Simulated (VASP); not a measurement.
The input files of a VASP run:

File POSCAR:
```
CaO
3.3920920
  0.0000000000   0.7071068379   0.7071068379
  0.7071068379   0.0000000000   0.7071068379
  0.7071068379   0.7071068379   0.0000000000
Ca O
1 1
Direct
  0.0000000000   0.0000000000   0.0000000000
  0.5000000000   0.5000000000   0.5000000000
```

### INCAR
```
! general
SYSTEM   = CaO
PREC     = Accurate
ENCUT    = 520
LREAL    = .FALSE.
LASPH    = .TRUE.   ! aspherical one-centre terms

! electronic loop
EDIFF    = 1E-7
NELM     = 100
ALGO     = Normal

! smearing
ISMEAR   = 0
SIGMA    = 0.05

! functional
GGA      = MK
LUSE_VDW = .TRUE.
AGGAC    = 0.0
PARAM1   = 0.1234
PARAM2   = 1.0

! ions
ISIF     = 2

! output
LWAVE    = .FALSE.
LCHARG   = .FALSE.
```

File KPOINTS:
```
kpoints
0
Gamma
 10 10 10
0 0 0
```

POTCAR, in this order: Ca_sv O (PBE.64 set). Program: vasp_std.

Problem. Write an equivalent input for Quantum ESPRESSO's pw.x.

Solution. One equivalent input (not run):
```
&CONTROL
  calculation = 'scf'
  pseudo_dir = './pseudo'
  outdir = './out'
  tprnfor = .true.
  tstress = .true.
/
&SYSTEM
  ibrav = 0
  nat = 2
  ntyp = 2
  ecutwfc = 84
  occupations = 'smearing'
  smearing = 'gaussian'
  degauss = 0.003675
  input_dft = 'vdw-df-ob86'
/
&ELECTRONS
  conv_thr = 7.3e-09
  electron_maxstep = 100
/
ATOMIC_SPECIES
  Ca 40.078 Ca.upf
  O 15.999 O.upf
CELL_PARAMETERS angstrom
     0.0000000    2.3985714    2.3985714
     2.3985714    0.0000000    2.3985714
     2.3985714    2.3985714    0.0000000
ATOMIC_POSITIONS crystal
  Ca   0.0000000  0.0000000  0.0000000
  O    0.5000000  0.5000000  0.5000000
K_POINTS automatic
  10 10 10 0 0 0
```
What does not carry over: the potentials are each code's own (VASP's PAW set, PseudoDojo norm-conserving files in pw.x), so ENCUT and ecutwfc are chosen apart and not converted; conv_thr bounds pw.x's estimated SCF error, while EDIFF bounds the energy change between steps.

The compound is CaO in the rock salt structure. It was relaxed first.
